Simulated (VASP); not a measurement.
Data:

```
CELL_PARAMETERS angstrom
      0.00000     3.17980     3.17980
      3.17980     0.00000     3.17980
      3.17980     3.17980     0.00000
ATOMIC_POSITIONS crystal
  Mg 0.25000 0.25000 0.25000
  Mg 0.75000 0.75000 0.75000
  Si 0.00000 0.00000 0.00000
```

Method: PBE GGA, VASP's PBE PAW potentials (set 64) (plane waves; VASP 6.6.1). Run with 520 eV cut-off, Gaussian smearing of 0.050 eV, potentials Mg Si.

Task: Predict the band gap (along the path) with the smallest direct gap where there is one.

Result: 
The band gap (along the path) comes out as 0.21 eV and the smallest direct gap (along the path) is 1.85 eV.

The absolute energy has meaning only against runs of the same code, potentials and settings.

The compound is Mg2Si in the antifluorite structure. It was relaxed first.
